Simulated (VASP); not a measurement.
# Mg9Bi2Sb4 (C2/m) in VASP: band structure with PBEsol

Aim: the band structure of Mg9Bi2Sb4 with PBEsol.

All numbers are computed with VASP 6.6.1; they aren't measurements. Logs are shortened: lines on timing, memory, paths and dates and some standing lists are left out, and cuts for length are marked.

**1. The crystal as given**

The structure is monoclinic, space group C2/m (No. 12). Conventional cell: a = 7.940 Å, b = 13.761 Å, c = 7.242 Å, α = 90.00°, β = 90.01°, γ = 90.00°. Around Mg (site symmetry m) lie 2 Sb at 2.83 Å and 2 Bi at 2.89 to 3.00 Å. Mg (site symmetry 1) has 3 Sb at 2.84 to 2.94 Å and 1 Bi at 2.89 Å and 2 Mg at 3.24 Å as nearest neighbours. Mg (site symmetry 2) is surrounded by 4 Sb at 3.03 to 3.11 Å and 2 Bi at 3.16 Å. Mg (site symmetry 2/m) is surrounded by 2 Bi at 3.08 Å and 4 Sb at 3.11 Å. Around Bi (site symmetry m) lie 7 Mg at 2.89 to 3.16 Å. Around Sb (site symmetry 1) lie 7 Mg at 2.83 to 3.11 Å.

The cell was built by a generator and needn't be a form met in nature.

**2. Band structure, PBEsol**

The input, INCAR:

```
SYSTEM = Mg9Bi2Sb4
ALGO = Fast
EDIFF = 1E-6
ENCUT = 520
GGA = PS
ICORELEVEL = 1
ISIF = 2
ISMEAR = 0
LASPH = .TRUE.
LCHARG = .FALSE.
LREAL = .FALSE.
LUSENCCL = .FALSE.
LWAVE = .FALSE.
NBANDS = 47
NELM = 80
PREC = Accurate
SIGMA = 0.03
```

The input, KPOINTS:

```
k-points
0
G
  6 6 6
  0 0 0
```

The input, POSCAR:

```
Mg9Bi2Sb4                               
1.0
    0.0002735338     -0.0001579248      7.2416112646
    6.8782080685      3.9736870320      0.0001773944
   -6.8759981802      3.9698593932     -0.0003547889
  Mg              Bi              Sb            
     9     2     4
Direct
     0.6306490916557536    0.3333333299999808    0.3367017639050187
     0.6309217027571001    0.6693766264263069    0.9999493055156080
     0.6309217027571001    0.9972900435737194    0.6639060190893468
     0.3693509083442464    0.3333333300000234    0.9966315660949834
     0.3690782972428998    0.6693766264262785    0.6694273209106490
     0.3690782972428998    0.9972900435736910    0.3333840244843941
     1.0000000000000000    0.9835575291246479    0.9917787645623345
     1.0000000000000000    0.3333333300000021    0.6666666699999979
     0.0000000000000000    0.6831091408753500    0.3415545654376675
     0.2161369961520066    0.3333333300000021    0.3324981653111601
     0.7838630038479933    0.3333333300000021    0.0008351646888420
     0.2251151559579344    0.6664445302258755    0.0001832027229792
     0.2251151559579344    0.0002221397741223    0.6670720124970922
     0.7748848440420658    0.6664445302258755    0.6662613275029036
     0.7748848440420657    0.0002221397741223    0.3331501272770229
```

The input, KPOINTS_OPT:

```
explicit points
6
Reciprocal
 0.0000000000  0.0000000000  0.0000000000 1
 0.5000000000  0.0000000000  0.0000000000 1
 0.5000000000  0.3333333333  0.3333333333 1
 0.0000000000  0.3333333333  0.3333333333 1
 0.5000000000  0.5000000000  0.0000000000 1
 0.0000000000  0.5000000000  0.0000000000 1
```

Potentials or basis: VASP PAW PBE potentials, release 64 (Mg, Bi_d, Sb).

On the command line:

```console
$ cat potpaw_PBE.64/Mg/POTCAR potpaw_PBE.64/Bi_d/POTCAR potpaw_PBE.64/Sb/POTCAR > POTCAR
$ mpirun -np 1 vasp_std > vasp.out
```

OUTCAR:

```text
SYSTEM = Mg9Bi2Sb4
   EDIFF = 1E-6
   ENCUT = 520
   GGA = PS
   ISIF = 2
   ISMEAR = 0
   LASPH = .TRUE.
   LREAL = .FALSE.
   NELM = 80
   PREC = Accurate

 ion  position               nearest neighbor table
   1  0.631  0.333  0.337-  15 2.83  14 2.83  11 2.89  10 3.00   6 3.26   5 3.26   4 3.30
   2  0.631  0.669  1.000-  15 2.84  14 2.84  11 2.89  12 2.94   5 3.24   6 3.24   4 3.26
   3  0.631  0.997  0.664-  14 2.84  15 2.84  11 2.89  13 2.94   6 3.24   5 3.24   4 3.26
   4  0.369  0.333  0.997-  13 2.83  12 2.83  10 2.89  11 3.00   3 3.26   2 3.26   1 3.30
   5  0.369  0.669  0.669-  13 2.84  12 2.84  10 2.89  14 2.94   2 3.24   3 3.24   1 3.26
   6  0.369  0.997  0.333-  12 2.84  13 2.84  10 2.89  15 2.94   3 3.24   2 3.24   1 3.26
   7  0.000  0.984  0.992-  14 3.03  12 3.03  15 3.11  13 3.11  10 3.16  11 3.16
   8  0.000  0.333  0.667-  11 3.08  10 3.08  13 3.11  12 3.11  15 3.11  14 3.11
   9  0.000  0.683  0.342-  15 3.03  13 3.03  12 3.11  14 3.11  11 3.16  10 3.16
  10  0.216  0.333  0.332-   4 2.89   6 2.89   5 2.89   1 3.00   8 3.08   7 3.16   9 3.16
  11  0.784  0.333  0.001-   1 2.89   3 2.89   2 2.89   4 3.00   8 3.08   7 3.16   9 3.16
  12  0.225  0.666  0.000-   4 2.83   6 2.84   5 2.84   2 2.94   7 3.03   9 3.11   8 3.11
  13  0.225  0.000  0.667-   4 2.83   5 2.84   6 2.84   3 2.94   9 3.03   7 3.11   8 3.11
  14  0.775  0.666  0.666-   1 2.83   3 2.84   2 2.84   5 2.94   7 3.03   9 3.11   8 3.11
  15  0.775  0.000  0.333-   1 2.83   2 2.84   3 2.84   6 2.94   9 3.03   7 3.11   8 3.11

  LATTYP: Found a base centered monoclinic cell.
 ALAT       =     7.9397188050
 B/A-ratio  =     1.7331641376
 C/A-ratio  =     0.9120740229
 COS(beta)  =    -0.0000883013

  Lattice vectors:

 A1 = (   0.0022098883,   7.9435464252,  -0.0001773945)
 A2 = (  -6.8782080685,  -3.9736870320,  -0.0001773944)
 A3 = (   0.0002735338,  -0.0001579248,   7.2416112646)

Analysis of symmetry for initial positions (statically):
=====================================================================
 Subroutine PRICEL returns:
 Original cell was already a primitive cell.

 Routine SETGRP: Setting up the symmetry group for a
 base centered monoclinic supercell.

 Subroutine GETGRP returns: Found  4 space group operations
 (whereof  2 operations were pure point group operations)
 out of a pool of  4 trial point group operations.

The static configuration has the point symmetry C_2 .
 The point group associated with its full space group is C_2h.
[... 190 lines left out ...]

 the core state eigenenergies are
   1-  1s  -1251.5209  2s    -71.8248  2p    -38.5792
   2-  1s  -1251.4996  2s    -71.8101  2p    -38.5644
   3-  1s  -1251.4996  2s    -71.8101  2p    -38.5644
   4-  1s  -1251.5209  2s    -71.8248  2p    -38.5792
   5-  1s  -1251.4996  2s    -71.8101  2p    -38.5644
   6-  1s  -1251.4996  2s    -71.8101  2p    -38.5644
   7-  1s  -1252.4983  2s    -72.5227  2p    -39.2812
   8-  1s  -1252.5099  2s    -72.5314  2p    -39.2900
   9-  1s  -1252.4982  2s    -72.5227  2p    -39.2812
  10-  1s -90630.2193  2s -16272.9879  2p -13913.3501  3s  -3920.9386  3p  -3247.1671
       3d  -2572.0944  4s   -892.6625  4p   -671.9933  4d   -420.2315  4f   -143.0094
       5s   -148.0916  5p    -86.1731
  11-  1s -90630.2193  2s -16272.9879  2p -13913.3501  3s  -3920.9386  3p  -3247.1671
       3d  -2572.0944  4s   -892.6625  4p   -671.9933  4d   -420.2315  4f   -143.0094
       5s   -148.0916  5p    -86.1731
  12-  1s -30287.7479  2s  -4599.7380  2p  -4127.8406  3s   -893.5033  3p   -739.7557
       3d   -505.3239  4s   -138.6374  4p    -91.6204  4d    -23.4709
  13-  1s -30287.7479  2s  -4599.7380  2p  -4127.8406  3s   -893.5033  3p   -739.7557
       3d   -505.3239  4s   -138.6374  4p    -91.6204  4d    -23.4709
  14-  1s -30287.7479  2s  -4599.7380  2p  -4127.8406  3s   -893.5033  3p   -739.7557
       3d   -505.3239  4s   -138.6374  4p    -91.6204  4d    -23.4709
  15-  1s -30287.7479  2s  -4599.7380  2p  -4127.8406  3s   -893.5033  3p   -739.7557
       3d   -505.3239  4s   -138.6374  4p    -91.6204  4d    -23.4709

 E-fermi :   4.5970     XC(G=0):  -8.9894

 val. band max:        4.5612733143   @ k =   0.0000   0.0000   0.0000
 cond. band min:       4.6393082079   @ k =   0.3333   0.3333   0.3333
 fundamental gap:      0.0780348936
 Fermi energy:         4.5969942470

 k-point     1 :       0.0000    0.0000    0.0000
  band No.  band energies     occupation
      1     -17.5577      2.00000
      2     -17.5542      2.00000
      3     -17.5541      2.00000
      4     -17.5492      2.00000
      5     -17.5342      2.00000
      6     -17.5335      2.00000
[... 1165 lines left out ...]
     45       8.0715      0.00000
     46       8.2192      0.00000

 [... further k-points ...]

 [bands above 46 left out]

------------------------ aborting loop because EDIFF is reached ----------------------------------------

  FORCE on cell =-STRESS in cart. coord.  units (eV):
  Direction    XX          YY          ZZ          XY          YZ          ZX
  --------------------------------------------------------------------------------------
  -------------------------------------------------------------------------------------
  Total       -0.0146481     -0.0126854     -0.0265802      0.0016997      0.0006635     -0.0011493
  in kB       -0.0593247     -0.0513760     -0.1076501      0.0068838      0.0026873     -0.0046547
  external PRESSURE =      -0.0727836 kB  Pullay stress =       0.0000000 kB

 VOLUME and BASIS-vectors are now :
 -----------------------------------------------------------------------------
  energy-cutoff  :      520.00
  volume of cell :      395.60
      direct lattice vectors                 reciprocal lattice vectors
     0.000273534 -0.000157925  7.241611265    -0.000005344  0.000003085  0.138090815
     6.878208069  3.973687032  0.000177394     0.072670004  0.125868139 -0.000000000
    -6.875998180  3.969859393 -0.000354789    -0.072740071  0.125908592  0.000005493

 POSITION                                       TOTAL-FORCE (eV/Angst)
 -----------------------------------------------------------------------------------
     -0.02225      2.66112      4.56686        -0.000194      0.000112     -0.003524
     -2.27137      6.62945      4.56865         0.001194      0.000663     -0.000068
      2.29472      6.59843      4.56883         0.000023     -0.001365     -0.000068
     -4.56000      5.28099      2.67440         0.000194     -0.000112      0.003524
      0.00123      5.31737      2.67260        -0.000023      0.001365      0.000068
      4.56732      5.28635      2.67278        -0.001194     -0.000663      0.000068
     -0.05436      7.84557     -0.00018        -0.001105     -0.001914      0.000000
     -2.29126      3.97114     -0.00018        -0.000000      0.000000     -0.000000
      2.35004      4.07039     -0.00000         0.001105      0.001914     -0.000000
      0.00654      2.64450      1.56512         0.000863     -0.000498     -0.001573
      2.28721      1.32775      5.67649        -0.000863      0.000498      0.001573
      4.58275      2.64893      1.63031         0.000133      0.000629      0.002562
     -4.58520      2.64903      1.62996        -0.000478     -0.000430      0.002562
      0.00294      5.29308      5.61130         0.000478      0.000430     -0.002562
     -2.28900      1.32332      5.61130        -0.000133     -0.000629     -0.002562
 -----------------------------------------------------------------------------------
    total drift:                               -0.000007     -0.000009     -0.000001

  FREE ENERGIE OF THE ION-ELECTRON SYSTEM (eV)
  ---------------------------------------------------
  free  energy   TOTEN  =       -47.3009780521 eV

  energy  without entropy=      -47.3009376107  energy(sigma->0) =      -47.30095783
```

OSZICAR:

```text
N       E                     dE             d eps       ncg     rms          rms(c)
DAV:   1     0.450560838975E+03    0.45056E+03   -0.26435E+04  6696   0.122E+03
DAV:   2    -0.672967572312E+00   -0.45123E+03   -0.43361E+03  7028   0.269E+02
DAV:   3    -0.473310085900E+02   -0.46658E+02   -0.45807E+02  7841   0.103E+02
[... 13 lines left out ...]
       N       E                     dE             ncg
DAV:   1     0.160569470997E+05   -0.48559E+04      596
DAV:   2     0.134021679505E+05   -0.26548E+04      606
DAV:   3     0.131244989937E+05   -0.27767E+03      680
DAV:   4     0.131140284824E+05   -0.10471E+02      682
DAV:   5     0.131136083157E+05   -0.42017E+00      816
DAV:   6     0.131135993797E+05   -0.89360E-02      785
DAV:   7     0.131135991698E+05   -0.20987E-03      848
DAV:   8     0.131135991670E+05   -0.28155E-05      705
DAV:   9     0.131135991669E+05   -0.99233E-07      480
```

Wall time 13 min (1 × NVIDIA H100 80GB with 1 thread of AMD EPYC 7R13 (Zen 3), shared host); peak memory 2.7 GiB.

What came out:

| Quantity | Value |
| --- | --- |
| Free energy | -47.3010 eV |
| Pressure | 0.0 GPa |
| Largest force | 0.004 eV/Å |
| Band gap on the k mesh | 0.08 eV, indirect (least direct gap 0.19 eV) |
| Band gap along the path | 0.19 eV, direct |

Forces in eV/Å, atoms in the order of the input:
```
Mg   0.000  0.000 -0.004
Mg   0.001  0.001  0.000
Mg   0.000 -0.001  0.000
Mg   0.000  0.000  0.004
Mg   0.000  0.001  0.000
Mg  -0.001 -0.001  0.000
Mg  -0.001 -0.002  0.000
Mg   0.000  0.000  0.000
Mg   0.001  0.002  0.000
Bi   0.001  0.000 -0.002
Bi  -0.001  0.000  0.002
Sb   0.000  0.001  0.003
Sb   0.000  0.000  0.003
Sb   0.000  0.000 -0.003
Sb   0.000 -0.001 -0.003
```

Core levels (eV, on the scale of the bands):
```tsv
atom	levels
1 Mg	1s -1251.5, 2s -71.8, 2p -38.6
2 Mg	1s -1251.5, 2s -71.8, 2p -38.6
3 Mg	1s -1251.5, 2s -71.8, 2p -38.6
4 Mg	1s -1251.5, 2s -71.8, 2p -38.6
5 Mg	1s -1251.5, 2s -71.8, 2p -38.6
6 Mg	1s -1251.5, 2s -71.8, 2p -38.6
```

Caveat: the PAW data sets were made with another functional, which shifts forces and pressure a little; spin-orbit coupling is left out, which as a rule narrows the gap of such compounds by several tenths of an eV. As with any semilocal functional, this PBEsol gap is likely too small.
